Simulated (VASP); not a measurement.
# The low-index faces of Os, part 3 of 5

How do surface energy, work function and relaxation of Os depend on the face?

VASP 6.6.1; PBEsol; plane waves and PAW (Os).

So far. Step 3 (The bulk reference, job self-consistent run, k-mesh …): The run ends at a pressure of -1.47 GPa. Step 4 (Surface relaxation, 8 atoms, face Os(0001)): The run ended after 9 ionic steps, 0.094 eV below its first step, once the forces on the free atoms met EDIFFG = -0.03.

## Step 5: Potential and states of the slab, 8 atoms, face Os(0001)

A static run writes the electrostatic potential without exchange and correlation (LVHAR), which is flat in the vacuum and gives the level to count from. The dipole correction cancels the field that unlike faces would set up across the vacuum.

INCAR reads:

```
SYSTEM = Os
PREC = Normal
ENCUT = 320
EDIFF = 1E-06
NELM = 120
ISMEAR = 1
SIGMA = 0.15
LREAL = .FALSE.
ALGO = Fast
GGA = PS
NBANDS = 40
LASPH = .TRUE.
LORBIT = 11
LWAVE = .FALSE.
LCHARG = .TRUE.
KPAR = 4
IDIPOL = 3
LDIPOL = .TRUE.
DIPOL = 0.5 0.5 0.5
LVHAR = .TRUE.
LVACPOTAV = .TRUE.
NEDOS = 1500
```

POSCAR reads:

```
Os
1.0
    2.7290302526      0.0000000000      0.0000000000
    1.3645151263      2.3634095264      0.0000000000
    0.0000000000      0.0000000000     30.0890956741
Os
8
Direct
    0.6666666700      0.6666666700      0.2514478242
    0.0000000000      0.0000000000      0.3203617537
    0.6666666700      0.6666666700      0.3921434656
    0.0000000000      0.0000000000      0.4643818869
    0.6666666700      0.6666666700      0.5356181131
    0.0000000000      0.0000000000      0.6078565344
    0.6666666700      0.6666666700      0.6796382463
    0.0000000000      0.0000000000      0.7485521758
```

KPOINTS reads:

```
Automatic mesh
0
Gamma
15 15 1
0 0 0
```

Potentials, in the order of the species: Os (PBE family, release 64).

Run with:

```sh
$ mpirun -np 4 vasp_std
```

Output:

```text
[... set-up lines as in an earlier step ...]
 entering main loop
       N       E                     dE             d eps       ncg     rms          rms(c)
DAV:   1     0.338128827640E+03    0.33813E+03   -0.22364E+04  2200   0.978E+02
DAV:   2    -0.631397693251E+02   -0.40127E+03   -0.37479E+03  2544   0.387E+02
DAV:   3    -0.990464043066E+02   -0.35907E+02   -0.33775E+02  2880   0.889E+01
DAV:   4    -0.101348983256E+03   -0.23026E+01   -0.22389E+01  3032   0.212E+01
DAV:   5    -0.101454544580E+03   -0.10556E+00   -0.10302E+00  3104   0.353E+00    0.497E+01
RMM:   6    -0.969151900594E+02    0.45394E+01   -0.59607E+00  2308   0.125E+01    0.199E+01
RMM:   7    -0.148043404610E+03   -0.51128E+02   -0.90335E+01  3802   0.280E+01    0.473E+01
RMM:   8    -0.959081141545E+02    0.52135E+02   -0.20893E+01  3168   0.166E+01    0.601E+00
RMM:   9    -0.951974989222E+02    0.71062E+00   -0.58875E+00  3011   0.682E+00    0.244E+00
RMM:  10    -0.952103757729E+02   -0.12877E-01   -0.93780E-01  2907   0.334E+00    0.185E+00
RMM:  11    -0.952192808408E+02   -0.89051E-02   -0.20083E-01  3189   0.142E+00    0.140E+00
RMM:  12    -0.952197775194E+02   -0.49668E-03   -0.38301E-02  2609   0.857E-01    0.100E+00
RMM:  13    -0.952120015715E+02    0.77759E-02   -0.25287E-02  2712   0.554E-01    0.555E-01
RMM:  14    -0.952092088379E+02    0.27927E-02   -0.93544E-03  2947   0.356E-01    0.383E-01
RMM:  15    -0.952063897441E+02    0.28191E-02   -0.81807E-03  3016   0.229E-01    0.223E-01
RMM:  16    -0.952061552808E+02    0.23446E-03   -0.20113E-03  3301   0.119E-01    0.185E-01
RMM:  17    -0.952057754692E+02    0.37981E-03   -0.90181E-04  2910   0.758E-02    0.108E-01
RMM:  18    -0.952056342497E+02    0.14122E-03   -0.75253E-04  3031   0.601E-02    0.460E-02
RMM:  19    -0.952056290900E+02    0.51597E-05   -0.21042E-04  3057   0.380E-02    0.371E-02
RMM:  20    -0.952056364477E+02   -0.73577E-05   -0.70882E-05  3017   0.201E-02    0.269E-02
RMM:  21    -0.952056456137E+02   -0.91660E-05   -0.18421E-05  2234   0.111E-02    0.154E-02
RMM:  22    -0.952056561619E+02   -0.10548E-04   -0.77271E-06  1826   0.686E-03    0.102E-02
RMM:  23    -0.952056614220E+02   -0.52602E-05   -0.46992E-06  1602   0.454E-03    0.612E-03
RMM:  24    -0.952056696706E+02   -0.82486E-05   -0.37636E-06  1706   0.525E-03    0.481E-03
RMM:  25    -0.952056752876E+02   -0.56169E-05   -0.11472E-06  1356   0.404E-03    0.447E-03
RMM:  26    -0.952056768980E+02   -0.16105E-05   -0.58787E-07  1143   0.230E-03    0.406E-03
RMM:  27    -0.952056783987E+02   -0.15006E-05   -0.41391E-07  1264   0.242E-03    0.302E-03
RMM:  28    -0.952056796846E+02   -0.12859E-05   -0.33168E-07  1004   0.191E-03    0.189E-03
RMM:  29    -0.952056800676E+02   -0.38305E-06   -0.16668E-07   792   0.150E-03
 -----------------------------------------------------------------------------
|                                                                             |
|           W    W    AA    RRRRR   N    N  II  N    N   GGGG   !!!           |
|           W    W   A  A   R    R  NN   N  II  NN   N  G    G  !!!           |
|           W    W  A    A  R    R  N N  N  II  N N  N  G       !!!           |
|           W WW W  AAAAAA  RRRRR   N  N N  II  N  N N  G  GGG   !            |
|           WW  WW  A    A  R   R   N   NN  II  N   NN  G    G                |
|           W    W  A    A  R    R  N    N  II  N    N   GGGG   !!!           |
|                                                                             |
|     Did not find any points to average over, which means that no vacuum     |
|     field-free region was found. Please increase the size of  your cell     |
|     in the dimension of the dipole correction to obtain accurate            |
|     workfunction values.                                                    |
|                                                                             |
 -----------------------------------------------------------------------------

   1 F= -.95205680E+02 E0= -.95205879E+02  d E =0.598014E-03
```

Elapsed: 19 s, on 4 MPI ranks of Intel Xeon 6975P-C (Granite Rapids), shared host; peak memory 0.76 GiB; 72 s of CPU time.

Parts of OUTCAR (step 5):

```text
   NELECT =      64.0000    total number of electrons

 dipolmoment           0.000000      0.000000      0.000000 electrons x Angstroem

 E-fermi :   3.1034

 k-point     1 :       0.0000    0.0000    0.0000
  band No.  band energies     occupation
    ...
     34       2.3238      2.00000
     35       2.3238      2.00000
     36       2.9922      1.94693
     37       2.9922      1.94693
     38       3.1208      0.80497
     39       3.4079     -0.01450
     40       3.7568     -0.00000

  Total       -5.4113293     -5.4113293     -1.0398009     -0.0000000      0.0000000      0.0000000
  in kB      -44.6743334    -44.6743334     -8.5842884     -0.0000000      0.0000000      0.0000000
  external PRESSURE =     -32.6443184 kB  Pullay stress =       0.0000000 kB

 POSITION                                       TOTAL-FORCE (eV/Angst)
 -----------------------------------------------------------------------------------
      2.72903      1.57561      7.56584        -0.000000     -0.000000      0.016369
      0.00000      0.00000      9.63940        -0.000000      0.000000     -0.009638
      2.72903      1.57561     11.79924        -0.000000     -0.000000      0.025340
      0.00000      0.00000     13.97283        -0.000000     -0.000000      0.007048
      2.72903      1.57561     16.11626         0.000000      0.000000     -0.007048
      0.00000      0.00000     18.28985         0.000000      0.000000     -0.025340
      2.72903      1.57561     20.44970         0.000000      0.000000      0.009638
      0.00000      0.00000     22.52326         0.000000      0.000000     -0.016369
 -----------------------------------------------------------------------------------
    total drift:                               -0.000003     -0.000002     -0.000000

  FREE ENERGIE OF THE ION-ELECTRON SYSTEM (eV)
  ---------------------------------------------------
  free  energy   TOTEN  =       -95.2056800676 eV

  energy  without entropy=      -95.2062780812  energy(sigma->0) =      -95.20587941

 vacuum level on the upper side and lower side of the slab         8.520         8.520

[... 8 parts as in an earlier step ...]

[... 9 further parts left out ...]
```

This step gave:

```
electronic cycles                          : 29
free energy (TOTEN)                        : -95.2057 eV
energy at zero smearing                    : -95.2059 eV
dipole moment                              : 0, 0, 0 e·Å
vacuum levels                              : 8.52, 8.52 eV
work functions of the upper and lower face : 5.417, 5.417 eV
```

The planar average of the electrostatic potential oscillates, so the rows of the table below give means over windows of 2.15 Å about each position, cut where the curve ends. Its maxima inside the range that stand out by 2 % of the span (Å: eV): 8.6: -3.73, 10.7: -2.92, 12.9: -2.68, 15.0: -2.97, 17.2: -2.68, 19.3: -2.92, 21.5: -3.73. Its minima: 7.6: -14.9, 9.7: -15.6, 11.8: -15.4, 14.0: -15.4, 16.1: -15.4, 18.3: -15.4, 20.4: -15.6, 22.5: -14.9.

Zero at the Fermi level. Planar average of the electrostatic potential against height; means over each step:

```
height (Å)  planar average of the electrostatic potential (eV)
      1.07                                                5.42
      3.22                                                5.42
      5.37                                                4.64
      7.52                                               -8.76
      9.67                                               -9.67
     11.82                                               -9.37
     13.97                                               -9.40
     16.12                                               -9.40
     18.27                                               -9.37
     20.42                                               -9.67
     22.57                                               -8.73
     24.72                                                4.66
     26.87                                                5.42
     29.02                                                5.42
```

Density of states in the PAW spheres, an atom over height of the layer and energy from the Fermi level.

Ten even steps from '_' (0.16 states/eV) to '@' (2.15 states/eV), each cell a mean:
```
--::........::--
==::..::::..::==
--..::::::::..--
--..::::::::..--
--..::::::::..--
==::==----==::==
**==++++++++==**
@@++++++++++++@@
%%**++++++++**%%
--============--
==++********++==
::--::::::::--::
::------------::
==++++====++++==
----========----
::==::----::==::
::--::----::--::
--++--------++--
--++========++--
..----::::----..
__----::::----__
__............__
```
Columns: height of the layer (Å) from 7.6 to 22.5; rows upwards: energy from the Fermi level (eV) from -7.9 to 0.5.

Valence density in the ca plane at fractional y = 0.000, with atoms of Os within 0.2 Å of it. It is the smooth field of the valence electrons, not physical close to the nuclei.

Ten even steps from '0' (0.0 e/Å³) to '9' (1.8 e/Å³), each cell a mean:
```
22122578742222123588642122224688520000000000
22222356532222222456532222223565310000000000
34322233322234322233322233322333210000000000
44421122212244321122212344321222100000000000
34321222222244321222222344322222100000000000
33222345432233222345422233223454210000000000
22222467642222223577632222224677410000000000
11122589742111123699742111224699520000000000
```
Columns run along c (16.0 Å, from fractional 0.38 to 0.91 of the cell), rows up along a (2.7 Å). Atoms in or near the plane, at fractional coordinates: Os at (0.46, 0.00), Os at (0.61, 0.00), Os at (0.75, 0.00).

The map of layer states is cut here 0.5 eV above the Fermi level, so it leaves out the states above that.

The vacuum level lies 5.42 eV above the Fermi level at the upper face; both faces agree, as the slab has next to no dipole.

The program found no field-free point at its default tolerance, but its printed level agrees with the flat part of the planar average.

On this mesh the fine structure of the density of states is sampling noise, and high empty states may be cut by the number of bands.

(Continued in part 4 of 5.)

[Lines on the potential files, build, host, timing and source positions are cut from VASP's logs without a mark.]

[Logs are printed without paths, hosts, clocks, repeated set-up lines and the standing remarks that a program may print on its own settings, such as how far it seeks lower states.]

[Hosts, paths, dates, database ids (printed as entryN), source tags and the programs' standing remarks are cut or masked in the printed files.]

[Runs that stopped without an error message from VASP are left out.]
